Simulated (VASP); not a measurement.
Consider the following.

```
CELL_PARAMETERS angstrom
      0.00000     3.60131     3.60131
      3.60131     0.00000     3.60131
      3.60131     3.60131     0.00000
ATOMIC_POSITIONS crystal
  Na 0.25000 0.25000 0.25000
  Na 0.75000 0.75000 0.75000
  Na 0.50000 0.50000 0.50000
  Ag 0.00000 0.00000 0.00000
```

These are LDA (Ceperley-Alder, Perdew-Zunger), VASP's LDA PAW potentials (set 64) (plane waves; VASP 6.6.1) values and carry that method's errors. Settings: 400 eV cut-off, 7×7×7 Γ-centred mesh, first-order Methfessel-Paxton smearing of 0.10 eV, potentials Na_pv Ag.

**Question.** Predict the energy per atom (σ→0), band gap (on the k-mesh) with the smallest direct gap where there is one.

**Answer.** 
band gap (on the k-mesh): none (metal, semimetal or under 0.01 eV)
energy per atom (σ→0): -1.987 eV/atom

The structure comes from a computed database's Na3Ag entry (Fm-3m); how it stands against other phases isn't given here. It was relaxed first, which changed the volume by -11 %. The start is the result of an earlier pass.
